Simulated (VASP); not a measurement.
Here is the system:

```
AlN
1.0
    0.00000     2.02242     2.02242
    2.02242     0.00000     2.02242
    2.02242     2.02242     0.00000
Al N
1 1
Direct
  0.50000   0.50000   0.50000
  0.00000   0.00000   0.00000
```

All values below come from PBEsol GGA, VASP's PBE PAW potentials (set 64) (plane waves; VASP). Settings: 520 eV cut-off, 13×13×13 Γ-centred mesh, tetrahedra with Blöchl corrections, potentials Al N.

Question: Predict the energy per atom (σ→0).

Answer: 
```json
{
  "energy per atom (σ→0)": "-745.3 kJ/mol of atoms"
}
```

The structure comes from a computed database's AlN entry (Fm-3m); how it stands against other phases isn't given here. It was relaxed first.
